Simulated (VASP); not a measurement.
Input of a VASP 6.6.1 run:

Contents of INCAR:

```
PREC = Accurate
ENCUT = 600
EDIFF = 1E-6
ISMEAR = 0
SIGMA = 0.1
LREAL = False
LASPH = True
NELM = 100
ALGO = Fast
ISIF = 3
LWAVE = False
LCHARG = False
GGA = PE
IBRION = 2
NSW = 90
EDIFFG = -0.04
```

File KPOINTS:

```
Automatic mesh
0
Gamma
  4 4 4
```

Contents of POSCAR:

```
YMgF3
1.0
    3.9390087400      0.0000000000      0.0000000000
    0.0000000000      3.9390087400      0.0000000000
    0.0000000000      0.0000000000      3.9390087400
Y Mg F
1 1 3
Direct
    0.5000000000      0.5000000000      0.5000000000
    0.0000000000      0.0000000000      0.0000000000
    0.5000000000      0.5000000000      0.0000000000
    0.5000000000      0.0000000000      0.5000000000
    0.0000000000      0.5000000000      0.5000000000
```

Potentials or basis: VASP PAW PBE potentials, release 64 (Y_sv, Mg, F).

Launch:

```console
$ cat potpaw_PBE.64/Y_sv/POTCAR potpaw_PBE.64/Mg/POTCAR potpaw_PBE.64/F/POTCAR > POTCAR
$ mpirun -np 1 vasp_std > vasp.out
```

(1) Predict the band gap on the k mesh.

(2) Predict the relaxed volume.

(3) Predict the relaxed cell.

Answers

(1) 0.81 eV, indirect (least direct gap 1.47 eV).

(2) 18.15 Å³/atom.

(3) a = 4.494 Å, b = 4.494 Å, c = 4.494 Å, α = 90.00°, β = 90.00°, γ = 90.00°.

Caveat: the volume moved by over 15 % at a fixed basis, so the end points are rough.
